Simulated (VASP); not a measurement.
OSZICAR of a VASP run on PbO (litharge):

### OSZICAR
```
       N       E                     dE             d eps       ncg     rms          rms(c)
DAV:   1     0.451684188271E+03    0.45168E+03   -0.19961E+04  1440   0.190E+03
DAV:   2     0.349833739949E+02   -0.41670E+03   -0.41024E+03  1536   0.486E+02
DAV:   3    -0.243384809975E+02   -0.59322E+02   -0.58727E+02  1960   0.191E+02
DAV:   4    -0.263718964926E+02   -0.20334E+01   -0.20325E+01  1632   0.403E+01
DAV:   5    -0.264383129627E+02   -0.66416E-01   -0.66403E-01  2040   0.712E+00    0.126E+01
DAV:   6    -0.217509659361E+02    0.46873E+01   -0.39161E+01  2344   0.455E+01    0.575E+00
DAV:   7    -0.215445616036E+02    0.20640E+00   -0.36979E+00  1848   0.143E+01    0.264E+00
DAV:   8    -0.215558210147E+02   -0.11259E-01   -0.10629E+00  2000   0.741E+00    0.151E+00
DAV:   9    -0.215125632940E+02    0.43258E-01   -0.26038E-01  2256   0.422E+00    0.309E-01
DAV:  10    -0.215157567579E+02   -0.31935E-02   -0.23501E-02  1752   0.985E-01    0.111E-01
DAV:  11    -0.215156667992E+02    0.89959E-04   -0.57033E-03  2392   0.606E-01    0.933E-02
DAV:  12    -0.215155954481E+02    0.71351E-04   -0.46681E-04  1888   0.232E-01    0.639E-02
DAV:  13    -0.215155622048E+02    0.33243E-04   -0.46840E-04  2456   0.175E-01    0.138E-02
DAV:  14    -0.215155595264E+02    0.26783E-05   -0.86959E-05  2136   0.862E-02    0.620E-03
DAV:  15    -0.215155584765E+02    0.10500E-05   -0.12407E-05  2056   0.383E-02    0.175E-03
DAV:  16    -0.215155589789E+02   -0.50243E-06   -0.12192E-06  2016   0.104E-02    0.720E-04
DAV:  17    -0.215155591265E+02   -0.14763E-06   -0.90716E-08  1184   0.325E-03    0.146E-04
DAV:  18    -0.215155590975E+02    0.29024E-07   -0.16580E-08   832   0.198E-03
   1 F= -.21515559E+02 E0= -.21515559E+02  d E =0.000000E+00
```

**Question.** Which electronic solver shows in the log?

**Answer.** It is blocked Davidson (ALGO = Normal, or the opening steps of other solvers). The INCAR had ALGO = Normal.

**Question.** Can the final energy be trusted as converged?

**Answer.** Self-consistency was reached. It stopped with EDIFF = 1E-7, NELM = 100 (PBE GGA, plane waves, VASP's PBE PAW potentials (set 64)). Without a dispersion term in the relaxation, distances and binding between the weakly bound layers, chains or molecules are unreliable, and so is what depends on them.

The compound is PbO in the litharge structure. It was relaxed first, which changed the volume by +13 %.
